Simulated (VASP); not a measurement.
OSZICAR of a VASP run on SrO (space group Fm-3m):

**OSZICAR**
```
       N       E                     dE             d eps       ncg     rms          rms(c)
DAV:   1     0.824379609665E+02    0.82438E+02   -0.67776E+03  4032   0.438E+02
DAV:   2    -0.118741651767E+02   -0.94312E+02   -0.89216E+02  4936   0.142E+02
DAV:   3    -0.145897672553E+02   -0.27156E+01   -0.26898E+01  5040   0.195E+01
DAV:   4    -0.146159422311E+02   -0.26175E-01   -0.26167E-01  4736   0.187E+00
DAV:   5    -0.146160920996E+02   -0.14987E-03   -0.14986E-03  4728   0.131E-01    0.176E+01
DAV:   6    -0.128147270466E+02    0.18014E+01   -0.98231E-01  4468   0.764E+00    0.211E+01
DAV:   7    -0.126668827617E+02    0.14784E+00   -0.94267E-02  4676   0.196E+00    0.115E+01
DAV:   8    -0.126377024552E+02    0.29180E-01   -0.11902E-01  6048   0.148E+00    0.158E+00
DAV:   9    -0.126394765412E+02   -0.17741E-02   -0.49290E-03  5004   0.206E-01    0.413E-01
DAV:  10    -0.126396973359E+02   -0.22079E-03   -0.20728E-04  4640   0.960E-02    0.134E-01
DAV:  11    -0.126397554898E+02   -0.58154E-04   -0.46641E-05  4904   0.284E-02    0.400E-02
DAV:  12    -0.126397609808E+02   -0.54910E-05   -0.30006E-06  4536   0.102E-02    0.836E-03
DAV:  13    -0.126397612144E+02   -0.23360E-06   -0.24396E-07  4904   0.203E-03    0.481E-03
DAV:  14    -0.126397612526E+02   -0.38208E-07   -0.49543E-08  4316   0.914E-04
   1 F= -.12639761E+02 E0= -.12639761E+02  d E =-.378616E-21
 imaginary and real dielectric function
```

Task: Which electronic solver shows in the log?

Result: It is blocked Davidson (ALGO = Normal, or the opening steps of other solvers). The INCAR had ALGO = Normal.

Task: Can the final energy be trusted as converged?

Result: The calculation finished and met its thresholds. It stopped with EDIFF = 1E-7, NELM = 100 (PBEsol GGA, plane waves, VASP's PBE PAW potentials (set 64)).

The structure comes from a measured SrO entry (Fm-3m) of the Crystallography Open Database, whose conditions weren't checked. It was relaxed first.
